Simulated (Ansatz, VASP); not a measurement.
**H11C6N2Cl (ionic liquid EMIM+ Cl- at 300 K) in two plane-wave programs**

One calculation is typed for both programs; each brings its own data sets. How far apart do they land? The cell is taken from a series of runs on this material, whose earlier steps may have relaxed, scaled, displaced or heated it; both programs get it as it stands.

Program: Ansatz 0.2.0. Level of theory: plane waves, with VASP 6.6.1 beside it; single point at RPBE with D4. Results are calculated unless marked as measured.

**1. Set-up**

The cell holds 100 atoms: 30 C, 10 N, 55 H and 5 Cl. Cell: a = 10.099 Å, b = 10.099 Å, c = 10.099 Å, α = 90.0°, β = 90.0°, γ = 90.0°. As first built, before any earlier steps moved the atoms (in the runner's words): 5 EMIM+, 5 Cl- placed at random, at 1.18 g/cm^3; overlaps pushed apart, then 10 ps at 700 K with Joung-Cheatham ions (J. Phys. Chem. B 112, 9020 (2008)); MMFF94 bonds, angles, torsions, charges and radii (Halgren, J. Comput. Chem. 17, 490 (1996)) in harmonic and 12-6 forms; charges of ions scaled by 0.8. Snapshot after 30 ps at 300 K and fixed volume.

**2. VASP: single point, RPBE with D4**

A single point gives forces, pressure and levels at one fixed geometry, so differences don't come from the geometry; what else differs is listed under the comparison.

Lines of VASP's logs that name or quote its potential files are left out, and so is its time.

The input, INCAR:

```
SYSTEM = H11C6N2Cl
PREC = Accurate
ENCUT = 600
EDIFF = 1E-06
NELM = 120
ISMEAR = 0
SIGMA = 0.01
LREAL = Auto
ALGO = Normal
GGA = RP
IVDW = 13
NBANDS = 200
LORBIT = 11
LWAVE = .FALSE.
LCHARG = .FALSE.
ISIF = 2
LASPH = .TRUE.
GGA_COMPAT = .FALSE.
EFERMI = MIDGAP
NCORE = 2
```

The input, POSCAR:

```
H11C6N2Cl
1.0
   10.0986400000      0.0000000000      0.0000000000
    0.0000000000     10.0986400000      0.0000000000
    0.0000000000      0.0000000000     10.0986400000
C N H Cl
30 10 55 5
Direct
    0.6549900000      0.7004300000      0.9157400000
    0.6471600000      0.7143500000      0.0690800000
    0.6123800000      0.9692500000      0.0605200000
    0.5049500000      0.0478200000      0.0827900000
    0.2853800000      0.0287500000      0.1987200000
    0.4479100000      0.8474100000      0.1507200000
    0.2564100000      0.1283900000      0.8032300000
    0.2453000000      0.2666000000      0.8684100000
    0.0078000000      0.3228600000      0.9033900000
    0.9134200000      0.4035000000      0.8458000000
    0.9201900000      0.5655500000      0.6453300000
    0.0875300000      0.4012100000      0.7180200000
    0.5286500000      0.5009200000      0.5938400000
    0.5293500000      0.3488200000      0.5691900000
    0.7677700000      0.2602500000      0.5977200000
    0.8692100000      0.2270800000      0.5180900000
    0.9029000000      0.2157400000      0.2560400000
    0.6987200000      0.2813200000      0.3929000000
    0.2812400000      0.8020200000      0.8327200000
    0.2422800000      0.6556100000      0.8458900000
    0.1305200000      0.6507400000      0.0799200000
    0.1650300000      0.6033200000      0.1965800000
    0.3556700000      0.4549100000      0.2810500000
    0.3235800000      0.5482300000      0.0560400000
    0.4609300000      0.0160600000      0.5506900000
    0.5425100000      0.9021300000      0.6157000000
    0.7279300000      0.8076100000      0.4746500000
    0.8630700000      0.8224300000      0.4731100000
    0.0388100000      0.9294200000      0.6288400000
    0.7900000000      0.9218000000      0.6564300000
[... 64 atom lines left out ...]
    0.8050000000      0.9794400000      0.7469400000
    0.9325900000      0.9268500000      0.9443000000
    0.7990600000      0.5311900000      0.3174900000
    0.5872700000      0.3448500000      0.9307200000
    0.2503400000      0.6913300000      0.5166400000
    0.2177200000      0.2024300000      0.4790800000
```

The input, KPOINTS:

```
Automatic mesh
0
Gamma
1 1 1
0 0 0
```

The projector-augmented-wave data sets are C, N, H and Cl (PBE family, release 64).

On the command line:

```console
> mpirun -np 8 vasp_gam
```

Numbers of over 12 decimals in the logs are rounded to 6 here.

The program printed:

```text
[banner, memory and clock lines left out]
running    8 mpi-ranks, on    1 nodes
[...]
|                                                                             |
|               ----> ADVICE to this user running VASP <----                  |
|                                                                             |
|     You enforced a specific xc type in the INCAR file but a different       |
|     [... a line on the potential file left out ...]
|     I HOPE YOU KNOW WHAT YOU ARE DOING!                                     |
|                                                                             |

 LDA part: xc-table for (Slater+PW92), standard interpolation
 POSCAR, INCAR and KPOINTS ok, starting setup
[...]
entering main loop
       N       E                     dE             d eps       ncg     rms          rms(c)
DAV:   1     0.199468733618E+04    0.19947E+04   -0.14402E+05   400   0.134E+03
DAV:   2    -0.353020247923E+03   -0.23477E+04   -0.22204E+04   504   0.295E+02
DAV:   3    -0.585551577669E+03   -0.23253E+03   -0.23025E+03   488   0.944E+01
DAV:   4    -0.591558464531E+03   -0.60069E+01   -0.59735E+01   512   0.171E+01
[...]
DAV:  15    -0.553161824375E+03    0.10208E-04   -0.34545E-05   512   0.198E-02    0.852E-03
DAV:  16    -0.553161821399E+03    0.29761E-05   -0.98108E-06   512   0.107E-02    0.466E-03
DAV:  17    -0.553161821311E+03    0.88234E-07   -0.35941E-06   424   0.718E-03
   1 F= -.56733808E+03 E0= -.56733808E+03  d E =0.000000E+00
```

Parts of OUTCAR (step 2):

```text
  FREE ENERGIE OF THE ION-ELECTRON SYSTEM (eV)
  ---------------------------------------------------
  free  energy   TOTEN  =      -567.3380763278 eV

  energy  without entropy=     -567.3380763278  energy(sigma->0) =     -567.33807633

[... 1 further part left out ...]
```

The run ends at a pressure of -0.85 GPa, with forces up to 4.4 eV/Å.

**3. Ansatz: single point, RPBE with D4**

Ansatz runs on its default PAW (the set named soft_2) files.

The same cell, functional and mesh now go to Ansatz, which takes its cutoff from its data sets.

The input, input.yaml:

```yaml
crystal:
  lattice:
    - [10.09864, 0.0, 0.0]
    - [0.0, 10.09864, 0.0]
    - [0.0, 0.0, 10.09864]
  atoms:
    - { symbol: C, position: [0.65499, 0.70043, 0.91574] }
    - { symbol: C, position: [0.64716, 0.71435, 0.06908] }
    - { symbol: "N", position: [0.57175, 0.83958, 0.09841] }
    - { symbol: C, position: [0.61238, 0.96925, 0.06052] }
    - { symbol: C, position: [0.50495, 0.04782, 0.08279] }
    - { symbol: "N", position: [0.40886, 0.97721, 0.14919] }
    - { symbol: C, position: [0.28538, 0.02875, 0.19872] }
    - { symbol: C, position: [0.44791, 0.84741, 0.15072] }
    - { symbol: H, position: [0.7087, 0.61771, 0.8827] }
    - { symbol: H, position: [0.70324, 0.78804, 0.86986] }
    - { symbol: H, position: [0.55553, 0.69137, 0.87004] }
    - { symbol: H, position: [0.74583, 0.73162, 0.11091] }
    - { symbol: H, position: [0.61221, 0.62877, 0.12636] }
    - { symbol: H, position: [0.70368, 0.9847, 0.0099] }
    - { symbol: H, position: [0.50905, 0.15702, 0.06574] }
    - { symbol: H, position: [0.21937, 0.94709, 0.21905] }
    - { symbol: H, position: [0.23657, 0.08614, 0.12922] }
    - { symbol: H, position: [0.30295, 0.08225, 0.29389] }
    - { symbol: H, position: [0.39198, 0.77407, 0.21355] }
    - { symbol: C, position: [0.25641, 0.12839, 0.80323] }
    - { symbol: C, position: [0.2453, 0.2666, 0.86841] }
    - { symbol: "N", position: [0.12313, 0.33373, 0.83224] }
    - { symbol: C, position: [0.0078, 0.32286, 0.90339] }
    - { symbol: C, position: [0.91342, 0.4035, 0.8458] }
    - { symbol: "N", position: [0.96554, 0.45303, 0.73268] }
    - { symbol: C, position: [0.92019, 0.56555, 0.64533] }
    - { symbol: C, position: [0.08753, 0.40121, 0.71802] }
    - { symbol: H, position: [0.17589, 0.06545, 0.84094] }
    - { symbol: H, position: [0.35017, 0.08612, 0.85147] }
    - { symbol: H, position: [0.26427, 0.12058, 0.6941] }
    - { symbol: H, position: [0.33456, 0.32696, 0.8542] }
    - { symbol: H, position: [0.23079, 0.25352, 0.97373] }
    - { symbol: H, position: [0.98794, 0.27125, 0.99107] }
    - { symbol: H, position: [0.8122, 0.39555, 0.87843] }
    - { symbol: H, position: [0.88328, 0.64597, 0.70986] }
    - { symbol: H, position: [0.84031, 0.5423, 0.5739] }
    - { symbol: H, position: [0.0035, 0.59458, 0.58945] }
    - { symbol: H, position: [0.14239, 0.41534, 0.6316] }
    - { symbol: C, position: [0.52865, 0.50092, 0.59384] }
    - { symbol: C, position: [0.52935, 0.34882, 0.56919] }
    - { symbol: "N", position: [0.66104, 0.29919, 0.52101] }
    - { symbol: C, position: [0.76777, 0.26025, 0.59772] }
    - { symbol: C, position: [0.86921, 0.22708, 0.51809] }
    - { symbol: "N", position: [0.82104, 0.23172, 0.38631] }
    - { symbol: C, position: [0.9029, 0.21574, 0.25604] }
    - { symbol: C, position: [0.69872, 0.28132, 0.3929] }
    - { symbol: H, position: [0.58047, 0.52064, 0.68725] }
    - { symbol: H, position: [0.41878, 0.5304, 0.60261] }
    - { symbol: H, position: [0.57003, 0.56031, 0.51579] }
    - { symbol: H, position: [0.45035, 0.32133, 0.49638] }
    - { symbol: H, position: [0.50666, 0.30332, 0.66444] }
    - { symbol: H, position: [0.76811, 0.27786, 0.69796] }
    - { symbol: H, position: [0.97071, 0.19728, 0.53149] }
    - { symbol: H, position: [0.97769, 0.13221, 0.25678] }
    - { symbol: H, position: [0.94987, 0.31162, 0.23351] }
    - { symbol: H, position: [0.83936, 0.18992, 0.1687] }
    - { symbol: H, position: [0.63389, 0.30254, 0.30937] }
    - { symbol: C, position: [0.28124, 0.80202, 0.83272] }
    - { symbol: C, position: [0.24228, 0.65561, 0.84589] }
    - { symbol: "N", position: [0.22892, 0.61565, 0.99033] }
    - { symbol: C, position: [0.13052, 0.65074, 0.07992] }
    - { symbol: C, position: [0.16503, 0.60332, 0.19658] }
    - { symbol: "N", position: [0.28075, 0.5322, 0.18734] }
    - { symbol: C, position: [0.35567, 0.45491, 0.28105] }
    - { symbol: C, position: [0.32358, 0.54823, 0.05604] }
    - { symbol: H, position: [0.20927, 0.87138, 0.86843] }
    - { symbol: H, position: [0.30479, 0.81294, 0.73121] }
    - { symbol: H, position: [0.37235, 0.82748, 0.88763] }
    - { symbol: H, position: [0.31893, 0.58511, 0.80432] }
    - { symbol: H, position: [0.14476, 0.62555, 0.80333] }
    - { symbol: H, position: [0.03741, 0.70094, 0.05365] }
    - { symbol: H, position: [0.1225, 0.61508, 0.29296] }
    - { symbol: H, position: [0.41229, 0.51856, 0.3476] }
    - { symbol: H, position: [0.42483, 0.38999, 0.22665] }
    - { symbol: H, position: [0.28918, 0.39087, 0.34455] }
    - { symbol: H, position: [0.41958, 0.50881, 0.02623] }
    - { symbol: C, position: [0.46093, 0.01606, 0.55069] }
    - { symbol: C, position: [0.54251, 0.90213, 0.6157] }
    - { symbol: "N", position: [0.68506, 0.8694, 0.59045] }
    - { symbol: C, position: [0.72793, 0.80761, 0.47465] }
    - { symbol: C, position: [0.86307, 0.82243, 0.47311] }
    - { symbol: "N", position: [0.89846, 0.89134, 0.58828] }
    - { symbol: C, position: [0.03881, 0.92942, 0.62884] }
    - { symbol: C, position: [0.79, 0.9218, 0.65643] }
    - { symbol: H, position: [0.48625, 0.11971, 0.58217] }
    - { symbol: H, position: [0.35698, 0.99944, 0.54325] }
    - { symbol: H, position: [0.49553, 0.02978, 0.44327] }
    - { symbol: H, position: [0.48355, 0.81371, 0.59276] }
    - { symbol: H, position: [0.53875, 0.90878, 0.72639] }
    - { symbol: H, position: [0.66202, 0.76429, 0.40617] }
    - { symbol: H, position: [0.92876, 0.77919, 0.39922] }
    - { symbol: H, position: [0.10931, 0.8511, 0.59636] }
    - { symbol: H, position: [0.0468, 0.93682, 0.73747] }
    - { symbol: H, position: [0.07007, 0.02449, 0.58067] }
    - { symbol: H, position: [0.805, 0.97944, 0.74694] }
    - { symbol: Cl, position: [0.93259, 0.92685, 0.9443] }
    - { symbol: Cl, position: [0.79906, 0.53119, 0.31749] }
    - { symbol: Cl, position: [0.58727, 0.34485, 0.93072] }
    - { symbol: Cl, position: [0.25034, 0.69133, 0.51664] }
    - { symbol: Cl, position: [0.21772, 0.20243, 0.47908] }
kpoints:
  mp_grid: { grid: [1, 1, 1] }
hamiltonian:
  xc: rpbe
  dispersion: d4
scf:
  occupations: { method: fixed }
output:
  forces: true
  stress: true
  populations: true
  dos:
    method: { smearing: { sigma: 0.08 } }
    de: 0.1
    projected: { site_lists: { C: [C], Cl: [Cl], H: [H], "N": ["N"] } }
  eigenvalues: true
  write_density: true
  write_potential: true
  volumetric_format: npy
```

On the command line:

```console
> ansatz run input.yaml --threads 4 --pin off --max-ram 8192MiB --backend cpu --events-out ev --progress --plain --runs-dir out
```

The program printed:

```text
Engine: ansatz 0.2.0, aarch64-unknown-linux-gnu
Pseudopotentials: kind: paw
Pseudopotential: C, paw, valence charge 4, recommended cutoff 420 eV (normal), C.paw.azcp
Pseudopotential: N, paw, valence charge 5, recommended cutoff 420 eV (normal), N.paw.azcp
Pseudopotential: H, paw, valence charge 1, recommended cutoff 420 eV (normal), H.paw.azcp
Pseudopotential: Cl, paw, valence charge 7, recommended cutoff 420 eV (normal), Cl.paw.azcp
Functional definition: RPBE
  parameter kappa = 0.804
  parameter beta = 0.066725
  exchange = rpbe_x(kappa = kappa, mu = beta*pi^2/3)
  correlation = pbe_c(beta = beta)
Crystal: 100 atoms, lattice volume = 1029.885 Å³
Basis set: ecut = 420 eV, 20005 PW (Γ), exchange–correlation on 144×144×144 points (8 copies of the dense FFT grid, shifted against one another)
Bands: 230, of which v1, the nominal top of the filled ones, is band 130 counted from 1 (129 counted from 0)
Symmetry: 1 space group operations
Space group: P1 (ITA 1), of the structure as read, at distance tolerance 1.0e-4 Å
k-points: 1
Non-local potential: C, projectors of the file, l = 0: 2, l = 1: 2, l = 2: 1
Non-local potential: N, projectors of the file, l = 0: 2, l = 1: 2, l = 2: 1
Non-local potential: H, projectors of the file, l = 0: 2, l = 1: 1
Non-local potential: Cl, projectors of the file, l = 0: 2, l = 1: 2, l = 2: 2
PAW form: soft (Blöchl's): semilocal exchange-correlation on the pseudo side does not see the compensation charge
PAW frozen core: C, regenerated for the run's functional, and the local potential with it (the file was generated under x = pbe(κ = 0.804, μ = 0.219515), c = pbe(β = 0.066725))
PAW frozen core: N, regenerated for the run's functional, and the local potential with it (the file was generated under x = pbe(κ = 0.804, μ = 0.219515), c = pbe(β = 0.066725))
PAW frozen core: Cl, regenerated for the run's functional, and the local potential with it (the file was generated under x = pbe(κ = 0.804, μ = 0.219515), c = pbe(β = 0.066725))
PAW one-centre angular grid: C, 110 points (default); XC on 64 Gauss nodes
PAW one-centre angular grid: N, 110 points (default); XC on 64 Gauss nodes
PAW one-centre angular grid: H, 110 points (default); XC on 64 Gauss nodes
PAW one-centre angular grid: Cl, 110 points (default); XC on 64 Gauss nodes
Initial density: superposition of atomic densities (neutral atoms: chi_scale 0, normalization atom), corrected by the library's trained network
Initial wavefunctions: pseudopotential atomic-orbital guess
Functional: x = rpbe, c = pbe(β = 0.066725)
SCF iter   1: F=—  HF=-17743.664614 eV  |F-HF|=—  |Δ(HF+E_count)|=         —  Δρ=7.21e-3  dr2=6.11e-1  ethr=1.77e-3  ⟨swp⟩=5.0  Hψ=805  notcnv=0  defer=98
preconditioner: auto → Resta (q_TF=auto, 2.169 Å⁻¹)  ε∞=2.4  [insulator: Δε(μ)=3.173 eV  Ē_g=15.238 eV  n_scr=178 (ndim 8)  ℏωp=18.3 eV  f_vac=0.158  ε∞_Penn≈2.4]
SCF iter   2: F=—  HF=-17743.573920 eV  |F-HF|=—  |Δ(HF+E_count)|=   9.07e-2  Δρ=3.14e-3  dr2=9.36e-2  ethr=2.35e-4  ⟨swp⟩=3.0  Hψ=397  notcnv=0  defer=98
SCF iter   3: F=—  HF=-17743.582084 eV  |F-HF|=—  |Δ(HF+E_count)|=   8.16e-3  Δρ=1.39e-3  dr2=2.08e-2  ethr=3.60e-5  ⟨swp⟩=2.0  Hψ=267  notcnv=0  defer=98
SCF iter   4: F=—  HF=-17743.585147 eV  |F-HF|=—  |Δ(HF+E_count)|=   3.06e-3  Δρ=4.27e-4  dr2=2.23e-3  ethr=8.02e-6  ⟨swp⟩=2.0  Hψ=267  notcnv=0  defer=98
SCF iter   5: F=—  HF=-17743.585477 eV  |F-HF|=—  |Δ(HF+E_count)|=   3.30e-4  Δρ=1.57e-4  dr2=2.63e-4  ethr=8.58e-7  ⟨swp⟩=2.0  Hψ=267  notcnv=0  defer=98
SCF iter   6: F=—  HF=-17743.585615 eV  |F-HF|=—  |Δ(HF+E_count)|=   1.38e-4  Δρ=7.18e-5  dr2=6.12e-5  ethr=1.01e-7  ⟨swp⟩=2.0  Hψ=265  notcnv=0  defer=96
SCF iter   7: F=—  HF=-17743.586563 eV  |F-HF|=—  |Δ(HF+E_count)|=   9.48e-4  Δρ=2.04e-5  dr2=4.42e-6  ethr=2.36e-8  ⟨swp⟩=2.0  Hψ=354  notcnv=0  defer=96
SCF iter   8: F=—  HF=-17743.586566 eV  |F-HF|=—  |Δ(HF+E_count)|=   2.71e-6  Δρ=8.77e-6  dr2=9.03e-7  ethr=1.70e-9  ⟨swp⟩=2.0  Hψ=265  notcnv=0  defer=96
SCF iter   9: F=-17743.586566 eV  HF=-17743.586566 eV  |F-HF|=3.32e-8  |Δ(HF+E_count)|=   2.66e-7  Δρ=2.46e-6  dr2=6.40e-8  ethr=3.85e-11  ⟨swp⟩=19.0  Hψ=2327  notcnv=0
SCF 1 converged in 9 iterations: F = -17743.586566 eV  dr2 = 6.40e-8
  greatest PAW one-centre occupation: 0.912 electrons in one spin orbital (limit 2), on the Cl atom at site 99 (counted from 0), in its partial waves of l = 0
SCF converged after 9 iterations
Free energy (F): -17743.586566 eV
Harris-Foulkes:  -17743.586566 eV  (|F-HF|=3.32e-8)
Internal energy: -17743.586566 eV  (E = F + TS)
E sigma→0 (E₀):  -17743.586566 eV
Fermi energy:    0.852263 eV
--- Per-component energies (eV) ---
  E_band       = -1840.977313
  E_kinetic    = 5608.391461
  E_local      = -16065.833629  (includes V_loc(G=0)·N_el)
  E_nonlocal   = 1478.799966
  E_hartree    = 5663.425862
  E_xc         = -3077.264570
[...]
atom  27  C      0.38237011     0.10482317     1.97910365
  atom  28  H     -0.05246305     0.25589795    -0.20139294
  atom  29  H     -0.92448465     0.33446970    -0.80970221
  atom  30  H     -0.11378803     0.57110536     0.60907511
  atom  31  H     -0.19893238     0.12364409    -0.18707609
  atom  32  H      0.34966233    -0.12403077     0.54181079
  atom  33  H      0.46529662    -0.93207466     1.13206610
  atom  34  H     -0.74461570     0.83458449    -0.08185015
  atom  35  H      0.40297754    -0.29995824    -0.06650538
  atom  36  H      0.27688324    -0.50334962     0.34109309
  atom  37  H      1.15967976     0.57462652    -0.61965040
  atom  38  H      1.29898057     0.26506453    -1.04097432
  atom  39  C     -1.54937961    -0.72120055     0.68044588
  atom  40  C      0.11132132     1.04548419    -0.82318915
  atom  41  N     -0.09857566    -0.61135352    -0.75279508
  atom  42  C     -0.30185961     0.62486940    -0.98404314
  atom  43  C      0.38283871    -0.72196808    -1.91287148
  atom  44  N      1.19940067    -0.39189452    -0.75531288
  atom  45  C     -0.45047148    -0.52334894     0.13444371
  atom  46  C     -1.23491071     0.44925544    -0.27656662
  atom  47  H     -0.07830560     0.11268585    -0.04245112
  atom  48  H      1.47133133    -0.22471309     0.00971402
  atom  49  H      0.35238439     0.08539439    -0.60473943
  atom  50  H      0.71340523    -0.04822303     0.45654581
[...]
atom  93  H     -0.62428582     0.04279307    -0.37546071
  atom  94  H     -0.43452747    -0.66640099     0.24099827
  atom  95  H     -0.82998162    -0.30067963     0.06560944
  atom  96  Cl     0.05267771     0.10735345     0.35115340
  atom  97  Cl    -0.01713623     0.26718025    -0.15190706
  atom  98  Cl    -0.14154613     0.00459149     0.08913621
  atom  99  Cl    -0.02210473    -0.13832935    -0.32491132
  atom 100  Cl    -0.36736285     0.38145857    -0.22343039
  max |Σ_I F_I| component: 1.34e-4 eV/Å
--- Stress (GPa, compression-positive) ---
       -1.228070      -0.118726      -0.318978
       -0.118726      -0.793745      -0.436464
       -0.318979      -0.436465      -0.411166
  P = ⅓ Tr σ = -0.8110 GPa (-8.110 kbar)
--- Band table (eV) ---
  k-point 0: bands = [... 126 lower, 0.5556, 0.6999, 0.7743, 0.8523, 3.5482, 3.7398, 3.9098, 4.1810, ... 96 higher]
--- Löwdin populations: 100 sites ---
  site symbol       q [e]
     0      C      4.4332
     1      C      4.1581
     2      N      4.9682
     3      C      4.0619
     4      C      4.0668
     5      N      4.9503
     6      C      4.3493
     7      C      3.9463
     8      H      0.7866
     9      H      0.8226
    10      H      0.8339
    11      H      0.7660
    12      H      0.7801
    13      H      0.7550
    14      H      0.7728
    15      H      0.7682
    16      H      0.7753
    17      H      0.7778
    18      H      0.7686
    19      C      4.4264
    20      C      4.1539
    21      N      4.9625
    22      C      4.0657
    23      C      4.0873
[...]
92      H      0.7986
    93      H      0.8083
    94      H      0.7561
    95     Cl      7.7519
    96     Cl      7.7650
    97     Cl      7.7455
    98     Cl      7.7390
    99     Cl      7.6946
  spilling = 0.012953 (of n_electrons = 260.000000)
```

The column dr2 measures how far the density is from self-consistency, as an energy; F and HF (Harris–Foulkes) agree once it is small.

(Continued in part 2 of 2.)

[Lines on the potential files, build, host, timing and source positions are cut from VASP's logs without a mark.]

[Logs are printed without paths, hosts, clocks, repeated set-up lines and the standing remarks that a program may print on its own settings, such as how far it seeks lower states.]

[Hosts, paths, dates, database ids (printed as entryN), source tags and the programs' standing remarks are cut or masked in the printed files.]

[The MMFF94 radii named for the starting cell were scaled by 0.96; in molecules described by MMFF94, hydrogen bound to N, O or S took a small fixed 12-6 site in their place.]
